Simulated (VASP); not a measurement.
An input for Ansatz (written as the equivalent of a VASP run, and not itself run):

Ansatz 0.2 input:
```yaml
crystal:
  lattice:
    - [4.2603499, 0.0000000, 0.0000000]
    - [-2.1301750, 3.6895716, 0.0000000]
    - [0.0000000, 0.0000000, 7.9683161]
  atoms:
    - { symbol: Tl, position: [0.0000000, 0.0000000, 0.0000000] }
    - { symbol: Tl, position: [0.0000000, 0.0000000, 0.5000000] }
    - { symbol: Bi, position: [0.3333330, 0.6666670, 0.2500000] }
    - { symbol: Bi, position: [0.6666670, 0.3333330, 0.7500000] }
kpoints:
  mp_grid: { grid: [9, 9, 4] }
hamiltonian:
  xc: pbesol
  pseudopotentials: { kind: paw }
scf:
  occupations: { method: methfessel_paxton, width: 0.1 }
  max_iter: 100
relax:
  max_steps: 60
  f_tol: 0.01
  cell: {}
output: { forces: true, stress: true, eigenvalues: true }
```

Question: Translate this input to VASP (INCAR, KPOINTS, POSCAR, choice of POTCAR).

Answer: This is not unique; one that fits is 
### POSCAR
```
TlBi
1.0
  4.2603499209   0.0000000000   0.0000000000
 -2.1301749605   3.6895715781   0.0000000000
  0.0000000000   0.0000000000   7.9683160988
Tl Bi
2 2
Cartesian
  0.0000000000   0.0000000000   0.0000000000
  0.0000000000   0.0000000000   3.9841580494
 -0.0000021302   2.4597156153   1.9920790247
  2.1301770906   1.2298559628   5.9762370741
```

INCAR:
```
SYSTEM = TlBi
PREC = Accurate; ENCUT = 400; LREAL = .FALSE.
LASPH = .TRUE.
EDIFF = 1E-6; NELM = 100; ALGO = Normal
LMAXMIX = 4
ISMEAR = 1; SIGMA = 0.1
GGA = PS
IBRION = 2; NSW = 60; ISIF = 3
EDIFFG = -0.01
LWAVE = .FALSE.; LCHARG = .FALSE.
```

File KPOINTS:
```
Automatic mesh
0
gamma
9 9 4
0 0 0
```

POTCAR, in this order: Tl_d Bi_d (PBE.64 set). Program: vasp_std.

Limits of the translation: each code has its own PAW files, so the cut-off isn't converted (ENCUT is set for VASP's; basis.ecutwfc is left out, and Ansatz then takes the one that its files recommend); Ansatz stops its SCF on the density residual and VASP on the energy change (EDIFF).

The structure was generated: TlBi was put into the NiAs type type (P6_3/mmc), which need not be its known phase. This run relaxes it. Symmetry was kept, so distortions that lower it aren't found. The start is the result of an earlier pass.
